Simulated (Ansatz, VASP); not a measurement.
# H4C3S2 in VASP and in Ansatz

```xyz
27
Lattice="8.1733 0.0000 0.0000 0.0000 8.1733 0.0000 0.0000 0.0000 8.1733" Properties=species:S:1:pos:R:3 pbc="T T T"
S     1.4946    1.2345    0.9223
S    -1.3173    1.5690   -0.4119
S     2.4538    2.5286    4.3520
S     4.9140    3.8340    5.7719
S    -0.7117    8.1089    4.2062
S     0.8619    5.8151    2.7875
C     0.0901    1.4044    0.2551
C     3.6796    3.1790    5.0691
C     0.0696    6.9606    3.4912
C     4.7263    5.3452    1.5416
C     4.9105    6.6131    1.1756
C     8.0134    5.9862    7.3993
C     8.3247    4.9579    6.6023
C     3.2068    7.6179    6.0933
C     3.7296    7.2721    4.9179
H     4.7452    5.0398    2.5899
H     4.5573    4.5592    0.8030
H     5.0882    7.3998    1.9122
H     4.9034    6.9130    0.1255
H     7.8038    6.9824    6.9939
H     7.9484    5.8802    8.4895
H     8.3855    5.0703    5.5135
H     8.5338    3.9592    7.0017
H     3.2969    8.6348    6.4806
H     2.6559    6.9067    6.7112
H     4.2687    7.9857    4.2920
H     3.6349    6.2606    4.5237
```

Alike in both runs: functional PBE; dispersion D3(BJ); k mesh 1 × 1 × 1; occupations fermi-dirac, width 0.02 eV; no spin polarisation.

Ansatz relaxed the structure, and its values are those at the end. VASP's run is a single point on that final structure, the one shown.

|  | VASP | Ansatz |
| --- | --- | --- |
| version | VASP 6.6.1 | Ansatz 0.2.0 |
| potentials or method | VASP PAW PBE potentials, release 64 (S, C, H) | scalar-relativistic, plane waves, PAW |
| plane-wave cutoff (eV) | 520 | 420 |
| valence electrons in the cell | 84 | 84 |

VASP gave:

| Property | Result |
| --- | --- |
| gap on the k mesh at the Fermi level (eV) | 3.41 |
| rms of the force components (eV/Å) | 0.103 |
| dispersion energy (meV/atom) | -63.3 |

Q: What did Ansatz give for the same quantities?

A: gap on the k mesh at the Fermi level (eV): 3.41; rms of the force components (eV/Å): 0.058; dispersion energy (meV/atom): -63.3.

Ansatz warned: «xc_potential_rough_in_thin_density».

Expect the measured gap to be larger: semilocal functionals such as PBE lack the derivative discontinuity.
